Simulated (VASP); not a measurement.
VASP runs on Mo (space group Im-3m) share one base input (PBE GGA, plane waves, VASP's PBE PAW potentials (set 64)) and change the settings named in each case.

File KPOINTS:
```
K-points
0
G
12 12 12
```

### INCAR
```
ALGO = Normal
EDIFF = 1E-6
ENCUT = 300
GGA = PE
ISIF = 2
ISMEAR = 0
LASPH = .TRUE.
LCHARG = .FALSE.
LMAXMIX = 4
LREAL = .FALSE.
LWAVE = .FALSE.
NELM = 100
PREC = Accurate
SIGMA = 0.2
SYSTEM = Mo
```

### POSCAR
```
Mo
1.5394050
 -1.0000000000   1.0000000000   1.0000000000
  1.0000000000  -1.0000000000   1.0000000000
  1.0000000000   1.0000000000  -1.0000000000
Mo
1
Cart
  0.0000000000   0.0000000000   0.0000000000
```

POTCAR, in this order: Mo_sv (PBE.64 set). Program: vasp_std.

| change | E(σ→0) (eV/atom) | pressure (GPa) | −TS (eV) |
|---|---|---|---|
| base run | -10.8601 | 24.41 | -0.0058 |
| GGA removed, POTCAR Mo_sv (LDA.64 set) | -12.1315 | ? | ? |
| GGA_COMPAT = .FALSE., LNONCOLLINEAR = .TRUE., LSORBIT = .TRUE., MAGMOM = 0.0 0.0 0.0, program vasp_ncl | -10.9625 | ? | -0.0058 |
| KPOINTS 5×5×5 Γ-centred mesh | -10.8962 | 21.40 | -0.0293 |

Fill in the missing entries.

- GGA removed, POTCAR Mo_sv (LDA.64 set), pressure (GPa): 10.63
- GGA removed, POTCAR Mo_sv (LDA.64 set), −TS (eV): -0.0060
- GGA_COMPAT = .FALSE., LNONCOLLINEAR = .TRUE., LSORBIT = .TRUE., MAGMOM = 0.0 0.0 0.0, program vasp_ncl, pressure (GPa): 24.49

Energies of different potentials or functionals have different zeros.  At 300 eV the pressure can carry a Pulay error.

Left out are runs that ran out of time, are held back, or changed the cell or the kind of run, fixed moments of cells without a moment, rows past the twelfth, gaps on odd meshes, pressures of charged cells and columns that move by less than the noise.

The structure is a typed Mo crystal. The cell was not relaxed at this level, its lattice was scaled by up to 2.5 %.
